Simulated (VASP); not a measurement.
Crystal: Cr.

```xyz
1
Lattice="-1.4000 1.4000 1.4000 1.4000 -1.4000 1.4000 1.4000 1.4000 -1.4000" Properties=species:S:1:pos:R:3 pbc="T T T"
Cr    0.0000    0.0000    0.0000
```

The cell was built by a generator and needn't be a form met in nature.

* Program: VASP 6.6.1
* Task: relaxation of cell and atoms
* Functional: PBE
* Potentials or basis: VASP PAW PBE potentials, release 64 (Cr_pv)
* Cutoff: 600 eV
* k mesh: 20 × 20 × 20
* Occupations: methfessel-paxton, width 0.1 eV
* Spin: no spin polarisation

At the start: pressure 14.1 GPa; volume 10.98 Å³/atom.

**Question.** How do energy, volume and symmetry change on relaxing?

**Answer.** Over 4 steps the energy falls by 22.9 meV/atom and the volume is 11.52 Å³/atom (+5.0 %); space group Im-3m (No. 229, to 0.05 Å).

The path:
| step | energy change (eV) | largest force (eV/Å) | pressure (GPa) | volume (Å³) |
| --- | --- | --- | --- | --- |
| 1 | 0.0000 | 0.0000 | 14.07 | 10.98 |
| 2 | 0.0437 | 0.0000 | -18.79 | 12.58 |
| 3 | -0.0229 | 0.0000 | -0.37 | 11.54 |
| 4 | -0.0229 | 0.0000 | -0.04 | 11.52 |

Final structure:
```
CELL_PARAMETERS angstrom
-1.42294 1.42294 1.42294
1.42294 -1.42294 1.42294
1.42294 1.42294 -1.42294
ATOMIC_POSITIONS crystal
Cr 0.00000 0.00000 0.00000
```

Caveat: the run has no spin polarisation, though such a crystal can be magnetic.
